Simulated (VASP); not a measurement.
All values below come from LDA (Ceperley-Alder, Perdew-Zunger), VASP's LDA PAW potentials (set 64) (plane waves; VASP).

Input for VASP

**POSCAR**
```
AgCl
1
    0.0000000000     2.6773618852     2.6773618852
    2.6773618852     0.0000000000     2.6773618852
    2.6773618852     2.6773618852     0.0000000000
Ag Cl
1 1
Direct
  0.0000000000   0.0000000000   0.0000000000
  0.5000000000   0.5000000000   0.5000000000
```

File KPOINTS:
```
Regular mesh
0
G
  9 9 9
```

### INCAR
```
ALGO = Normal
EDIFF = 1E-7
ENCUT = 520
ISIF = 2
ISMEAR = 0
LASPH = .TRUE.
LCHARG = .FALSE.
LMAXMIX = 4
LREAL = .FALSE.
LWAVE = .FALSE.
NELM = 100
PREC = Accurate
SIGMA = 0.05
SYSTEM = AgCl
```

POTCAR, in this order: Ag Cl (LDA.64 set). Program: vasp_std.

Q: What will the output report for the number of irreducible k-points (NKPTS), largest plane-wave count, number of space-group operations, FFT grid (NGX, NGY, NGZ)?

A: 
```json
{
 "number of irreducible k-points (NKPTS)": "35",
 "largest_plane_wave_count": "1044",
 "number_of_space_group_operations": "48",
 "FFT grid (NGX, NGY, NGZ)": "28 × 28 × 28"
}
```

The compound is AgCl in the rock salt structure. It was relaxed first, which changed the volume by -10 %.
